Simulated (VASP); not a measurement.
MgO (rock salt): the bulk modulus from VASP (plane waves, PAW) at several levels of theory. Static lattice, third-order Birch-Murnaghan fit over five volumes.

```csv
level,bulk modulus (GPa),error against measurement
LDA,179,+5.3 %
PBE,152,-10.7 %
PBEsol,160,-5.5 %
RPBE,141,-17.1 %
AM05,157,-7.5 %
PBE-D3(BJ),162,-4.5 %
SCAN,172,+1.4 %
r2SCAN,170,+0.3 %
HSE06,170,-0.1 %
HSEsol,176,+3.9 %
PBE0,170,-0.2 %
```

Measured: 170 GPa at 0 K (as given by Daniel Mejia-Rodriguez et al., Physical Review B (2018), arXiv:1807.09216; 0 K value with the zero-point phonon effect removed).

The cell of the LDA run:

Space group Fm-3m (No. 225); a = b = c = 4.148 Å, α = β = γ = 90.00°

| atom | site | symmetry | x | y | z |
|---|---|---|---|---|---|
| Mg | 4a | m-3m | 0.0000 | 0.0000 | 0.0000 |
| O | 4b | m-3m | 0.5000 | 0.5000 | 0.5000 |
(The calculation used a cell of 2 atoms; values per cell refer to that cell.)

Only levels that ran to the end are used. Left out are those held back, those with too coarse a band path, GW runs whose mesh misses a band edge, hybrids' fits of cells that aren't cubic and levels without matching references; a question may draw on a part of the rest.

The compound is MgO in the rock salt structure.
